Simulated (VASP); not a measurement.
Runs of VASP 6.6.1 on Ta. It takes space group Im-3m (No. 229, cubic). Conventional cell: a = 3.310 Å, b = 3.310 Å, c = 3.310 Å, α = 90.00°, β = 90.00°, γ = 90.00°. Ta (site symmetry m-3m) has 8 Ta at 2.87 Å as nearest neighbours. 

```tsv
task	potentials or basis	cell	k mesh	cutoff (eV)	mesh quality	gap on the mesh (eV)	pressure (GPa)	relaxed volume (Å³/atom)
relaxation of cell and atoms	VASP PAW PBE potentials, release 64 (Ta)	relaxed	18 × 18 × 18	580	not flagged	none	0.0	17.52
relaxation of cell and atoms	VASP PAW PBE potentials, release 64 (Ta_pv)	relaxed	6 × 6 × 6	600	coarse	none	0.0	(a)
single point	VASP PAW PBE potentials, release 64 (Ta_pv)	as given	18 × 18 × 18	520	not flagged	none	-5.1	-
relaxation of cell and atoms	VASP PAW PBE potentials, release 64 (Ta_pv)	relaxed	18 × 18 × 18	300	not flagged	none	0.0	(b)
relaxation of cell and atoms	VASP PAW PBE potentials, release 64 (Ta_pv)	relaxed	18 × 18 × 18	480	not flagged	none	0.0	17.67
```

Alike in all rows: level PBEsol; no spin polarisation; smearing gaussian 0.1 eV.

Estimate the missing entries.

(a) 17.86; (b) 17.62.

Caveats: some runs use coarse meshes; the PAW data sets were made with another functional, which shifts forces and pressure a little.

A k mesh can miss the band edges, and the runs leave out spin-orbit coupling on Ta.

A gap of «none» marks a metal or a gap under the smearing width.

The runs don't all hold the same shells in valence.

Runs at the PBE level aren't shown here.
